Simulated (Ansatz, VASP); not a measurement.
**Zn3Sb: VASP beside Ansatz**

```
Sb Zn
1.0
    -2.03018    2.03018    4.18343
     2.03018   -2.03018    4.18343
     2.03018    2.03018   -4.18343
Sb Zn
1 3
Direct
  0.00000 0.00000 0.00000
  0.50000 0.50000 0.00000
  0.25000 0.75000 0.50000
  0.75000 0.25000 0.50000
```

Change from the starting cell: volume scaled by 0.94.

Alike in both runs: task single point; functional PBE; k mesh 9 × 9 × 9; occupations fermi-dirac, width 0.05 eV; no spin polarisation.

```csv
,VASP,Ansatz
version,VASP 6.6.1,Ansatz 0.2.0
potentials or method,"VASP PAW PBE potentials, release 64 (Sb, Zn)",Ansatz PAW
plane-wave cutoff (eV),520,420
valence electrons in the cell,41,51
```

Ansatz gave:

```
gap on the k mesh at the Fermi level (eV)       : none
pressure (GPa)                                  : 7.7
largest component of the traceless stress (GPa) : 0.42
```

Problem. Which values does VASP return?

Solution. gap on the k mesh at the Fermi level (eV): none; pressure (GPa): 7.9; largest component of the traceless stress (GPa): 0.43.

A gap of «none» marks a metal or a gap that the smearing closes. The two sets of potentials don't hold the same shells in valence.

Spin-orbit coupling is left out, which matters for the levels of Sb.
